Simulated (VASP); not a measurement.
Calculation: vdW-DF2, VASP's PBE PAW potentials (set 64) (plane waves; VASP).

Input for VASP

POSCAR:
```
MnF2
1.0
  5.0509378962   0.0000000000   0.0000000000
  0.0000000000   5.0509378962   0.0000000000
  0.0000000000   0.0000000000   3.4348810665
Mn F
2 4
Direct
  1.0000000000   0.0000000000   0.0000000000
  0.5000000000   0.5000000000   0.5000000000
  0.3028041082   0.3028041082   1.0000000000
  0.8028041082   0.1971958918   0.5000000000
  0.1971958918   0.8028041082   0.5000000000
  0.6971958918   0.6971958918   0.0000000000
```

File KPOINTS:
```
Automatic mesh
0
Gamma
5 5 7
0 0 0
```

INCAR:
```
SYSTEM  =  MnF2
PREC  =  Accurate; ENCUT  =  520; LREAL  =  F
LASPH  =  T
EDIFF  =  1E-7; NELM  =  100; ALGO  =  Normal
LMAXMIX  =  4
ISMEAR  =  0; SIGMA  =  0.05
GGA  =  ML; LUSE_VDW  =  T; AGGAC  =  0.0
ZAB_VDW  =  -1.8867
MAGMOM  =  4.5 -4.5 -0.0 2*0.0 -0.0
ISPIN  =  2
IBRION  =  2; NSW  =  30; ISIF  =  4
EDIFFG  =  -0.01
LWAVE  =  F; LCHARG  =  F; LORBIT  =  10
```

POTCAR, in this order: Mn_pv F (PBE.64 set). Program: vasp_std.

The resulting files:

### OSZICAR
```
       N       E                     dE             d eps       ncg     rms          rms(c)
DAV:   1     0.708206213352E+03    0.70821E+03   -0.31550E+04  3160   0.186E+03
DAV:   2     0.404297181500E+02   -0.66778E+03   -0.64520E+03  3496   0.531E+02
DAV:   3    -0.290189849697E+02   -0.69449E+02   -0.69023E+02  3384   0.180E+02
DAV:   4    -0.307645051731E+02   -0.17455E+01   -0.17253E+01  3688   0.289E+01
DAV:   5    -0.307949070615E+02   -0.30402E-01   -0.30400E-01  3240   0.430E+00    0.190E+01
DAV:   6    -0.253015212034E+02    0.54934E+01   -0.36240E+01  3680   0.396E+01    0.133E+01
DAV:   7    -0.253907214986E+02   -0.89200E-01   -0.24036E+00  3320   0.113E+01    0.901E+00
DAV:   8    -0.252497090260E+02    0.14101E+00   -0.35218E-01  3288   0.515E+00    0.360E+00
DAV:   9    -0.253193660215E+02   -0.69657E-01   -0.53885E-02  3640   0.260E+00    0.737E-01
DAV:  10    -0.253214475316E+02   -0.20815E-02   -0.22054E-02  3424   0.878E-01    0.151E-01
DAV:  11    -0.253215304148E+02   -0.82883E-04   -0.87912E-04  3288   0.311E-01    0.733E-02
DAV:  12    -0.253216268999E+02   -0.96485E-04   -0.82644E-05  3512   0.673E-02    0.383E-02
DAV:  13    -0.253216253441E+02    0.15558E-05   -0.24029E-05  3384   0.451E-02    0.129E-02
DAV:  14    -0.253216398143E+02   -0.14470E-04   -0.57802E-06  3744   0.210E-02    0.282E-03
DAV:  15    -0.253216438781E+02   -0.40639E-05   -0.42252E-07  2880   0.670E-03    0.133E-03
DAV:  16    -0.253216429670E+02    0.91118E-06   -0.86383E-08  2040   0.244E-03    0.524E-04
DAV:  17    -0.253216431930E+02   -0.22598E-06   -0.18456E-08  1696   0.120E-03    0.177E-04
DAV:  18    -0.253216431375E+02    0.55486E-07   -0.31912E-09  1752   0.485E-04
   1 F= -.25321643E+02 E0= -.25321643E+02  d E =-.253216E+02  mag=    -0.0000
       N       E                     dE             d eps       ncg     rms          rms(c)
DAV:   1    -0.253261030662E+02   -0.44599E-02   -0.34012E-01  3072   0.452E+00    0.482E-01
DAV:   2    -0.253240913793E+02    0.20117E-02   -0.77582E-03  3536   0.706E-01    0.289E-01
DAV:   3    -0.253231155668E+02    0.97581E-03   -0.10810E-03  3952   0.268E-01    0.155E-01
DAV:   4    -0.253230384651E+02    0.77102E-04   -0.29602E-04  3664   0.121E-01    0.447E-02
DAV:   5    -0.253230342938E+02    0.41713E-05   -0.17552E-05  3136   0.287E-02    0.287E-02
DAV:   6    -0.253230355880E+02   -0.12942E-05   -0.19991E-06  3840   0.118E-02    0.117E-02
DAV:   7    -0.253230367560E+02   -0.11680E-05   -0.49445E-07  3488   0.524E-03    0.158E-03
DAV:   8    -0.253230358885E+02    0.86749E-06   -0.31179E-08  1768   0.153E-03    0.678E-04
DAV:   9    -0.253230360554E+02   -0.16687E-06   -0.98605E-09  1656   0.961E-04    0.311E-04
DAV:  10    -0.253230361466E+02   -0.91284E-07   -0.52853E-09  1600   0.608E-04
   2 F= -.25323036E+02 E0= -.25323036E+02  d E =-.139301E-02  mag=     0.0000
       N       E                     dE             d eps       ncg     rms          rms(c)
DAV:   1    -0.253461947614E+02   -0.23159E-01   -0.24130E+00  3072   0.121E+01    0.128E+00
DAV:   2    -0.253321239906E+02    0.14071E-01   -0.54978E-02  3528   0.188E+00    0.771E-01
DAV:   3    -0.253252080987E+02    0.69159E-02   -0.75587E-03  3968   0.706E-01    0.418E-01
DAV:   4    -0.253245711197E+02    0.63698E-03   -0.21007E-03  3640   0.321E-01    0.119E-01
DAV:   5    -0.253245615632E+02    0.95565E-05   -0.13030E-04  3144   0.781E-02    0.761E-02
DAV:   6    -0.253245644030E+02   -0.28398E-05   -0.14546E-05  3872   0.317E-02    0.310E-02
DAV:   7    -0.253245683032E+02   -0.39002E-05   -0.36985E-06  3704   0.142E-02    0.442E-03
DAV:   8    -0.253245659058E+02    0.23973E-05   -0.21226E-07  2648   0.403E-03    0.186E-03
DAV:   9    -0.253245663401E+02   -0.43428E-06   -0.57707E-08  1952   0.228E-03    0.872E-04
DAV:  10    -0.253245665437E+02   -0.20360E-06   -0.33295E-08  1632   0.153E-03    0.306E-04
DAV:  11    -0.253245664587E+02    0.85038E-07   -0.85332E-09  1680   0.637E-04
   3 F= -.25324566E+02 E0= -.25324566E+02  d E =-.292332E-02  mag=     0.0000
```

File OUTCAR:
```
------------------------ aborting loop because EDIFF is reached ----------------------------------------
  FORCE on cell =-STRESS in cart. coord.  units (eV):
  Direction    XX          YY          ZZ          XY          YZ          ZX
  --------------------------------------------------------------------------------------
  Total       -2.3982501     -2.3982501     -2.3757570     -0.0000000      0.0000000      0.0000000
  in kB      -43.8479494    -43.8479494    -43.4367013     -0.0000000      0.0000000      0.0000000
  external PRESSURE =     -43.7108667 kB  Pullay stress =       0.0000000 kB
  volume of cell :       87.63
      direct lattice vectors                 reciprocal lattice vectors
     5.076333173  0.000000000  0.000000000     0.196992586 -0.000000000  0.000000000
     0.000000000  5.076333173  0.000000000    -0.000000000  0.196992586  0.000000000
     0.000000000  0.000000000  3.400599801     0.000000000  0.000000000  0.294065770
 POSITION                                       TOTAL-FORCE (eV/Angst)
 -----------------------------------------------------------------------------------
      0.00000      0.00000      0.00000         0.000000      0.000000      0.000000
      2.53817      2.53817      1.70030         0.000000      0.000000      0.000000
      1.54176      1.54176      0.00000         0.004928      0.004928      0.000000
      4.07993      0.99641      1.70030         0.004928     -0.004928      0.000000
      0.99641      4.07993      1.70030        -0.004928      0.004928      0.000000
      3.53457      3.53457      0.00000        -0.004928     -0.004928      0.000000
 -----------------------------------------------------------------------------------
    total drift:                                0.000000     -0.000000      0.000000
  FREE ENERGIE OF THE ION-ELECTRON SYSTEM (eV)
  ---------------------------------------------------
  free  energy   TOTEN  =       -25.3245664587 eV

  energy  without entropy=      -25.3245664587  energy(sigma->0) =      -25.32456646

 total charge

# of ion       s       p       d       tot
------------------------------------------
    1        0.146   6.111   4.926  11.183
    2        0.146   6.111   4.926  11.183
    3        1.724   4.336   0.000   6.060
    4        1.724   4.336   0.000   6.060
    5        1.724   4.336   0.000   6.060
    6        1.724   4.336   0.000   6.060
--------------------------------------------------
tot          7.188  29.566   9.852  46.605

 magnetization (x)

# of ion       s       p       d       tot
------------------------------------------
    1        0.016   0.008   4.518   4.542
    2       -0.016  -0.008  -4.518  -4.542
    3       -0.002  -0.027   0.000  -0.029
    4        0.002   0.027   0.000   0.029
    5        0.002   0.027   0.000   0.029
    6       -0.002  -0.027   0.000  -0.029
--------------------------------------------------
tot         -0.000   0.000   0.000  -0.000

 reached required accuracy - stopping structural energy minimisation
```
(Selected blocks of OUTCAR.)

File CONTCAR:
```
MnF2
   1.00000000000000
     5.0763331727791137    0.0000000000000000    0.0000000000000000
     0.0000000000000000    5.0763331727791137    0.0000000000000000
     0.0000000000000000    0.0000000000000000    3.4005998007078651
  Mn              F
     2     4
Direct
     0.0000000000000000    0.0000000000000000    0.0000000000000000
     0.5000000000000000    0.5000000000000000    0.5000000000000000
     0.3037150983602854    0.3037150983602854    0.0000000000000000
     0.8037150983602853    0.1962849016397146    0.5000000000000000
     0.1962849016397146    0.8037150983602853    0.5000000000000000
     0.6962849016397147    0.6962849016397147    0.0000000000000000
```

The compound is MnF2 in the rutile structure. This cell is one point of a volume scan, at 1.06 of the reference volume. Symmetry was kept, so distortions that lower it aren't found.
